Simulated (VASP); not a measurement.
Write the native input for VASP 6.6.1 that does the following.

| Quantity | Value |
| --- | --- |
| Task | relaxation of cell and atoms |
| Functional | PBE |
| Potentials or basis | VASP PAW PBE potentials, release 64 (Sn_d, Te, S) |
| Cutoff | 520 eV |
| k mesh | 3 × 3 × 3 |
| Occupations | gaussian, width 0.15 eV |
| Spin | no spin polarisation |
| Further INCAR settings | PREC = Normal; ALGO = Fast; EDIFF = 0.0001; IBRION = 2; EDIFFG = -0.08; NSW = 24; ISIF = 3 |

The structure of SnTeS4 lies in POSCAR:

```
SnTeS4
1.0
    6.1764164100      0.0000000000      0.0000000000
   -3.0882082000      5.3489335100      0.0000000000
    0.0000000000      0.0000000000      4.9288900900
Sn Te S
1 1 4
Direct
    0.6666666700      0.3333333300      0.0000000000
    0.0000000000      0.0000000000      0.0000000000
    0.3333333300      0.6666666700      0.0000000000
    0.6644266600      0.8322133300      0.5000000000
    0.1677866700      0.8322133300      0.5000000000
    0.1677866700      0.3355733400      0.5000000000
```

The cell was built by a generator and needn't be a form met in nature.

These files were run (other wordings do the same):

INCAR

```
PREC = Normal ; ENCUT = 520
EDIFF = 1E-4 ; ISMEAR = 0
SIGMA = 0.15 ; LREAL = False
LASPH = True ; NELM = 60
ALGO = Fast ; ISIF = 3
LWAVE = False ; LCHARG = False
GGA = PE ; IBRION = 2
NSW = 24 ; EDIFFG = -0.08
```

KPOINTS

```
Automatic mesh
0
Gamma
  3 3 3
```

Potentials or basis: VASP PAW PBE potentials, release 64 (Sn_d, Te, S).

The run is started by

```sh
$ cat potpaw_PBE.64/Sn_d/POTCAR potpaw_PBE.64/Te/POTCAR potpaw_PBE.64/S/POTCAR > POTCAR
$ mpirun -np 1 vasp_std > vasp.out
```

Results of the run:

```yaml
Relaxed_volume: 21.34 Å³/atom
Relaxed_cell: a = 5.697 Å, b = 5.697 Å, c = 4.554 Å, α = 90.00°, β = 90.00°, γ = 120.00°
Space_group_after_relaxing_to_0.05_Å: P-6m2 (No. 187)
Energy_gained_by_relaxing: 198.3 meV/atom
Ionic_steps: 6
Pressure_after_relaxing: -0.2 GPa
Largest_force_after_relaxing: 0.069 eV/Å
Band_gap_on_the_k_mesh: none (metal or under the smearing width)
```

Caveat: the k mesh is coarse (spacing up to 0.42 Å⁻¹), so the values aren't converged; the volume moved by over 15 % at a fixed basis, so the end points are rough; the relaxation stopped at a loose force limit of 0.08 eV/Å, so its end isn't a converged minimum.

Wall time 34 s on 1 thread of Intel(R) Xeon(R) 6975P-C (Granite Rapids), with other jobs on the host, peak memory 0.2 GiB.
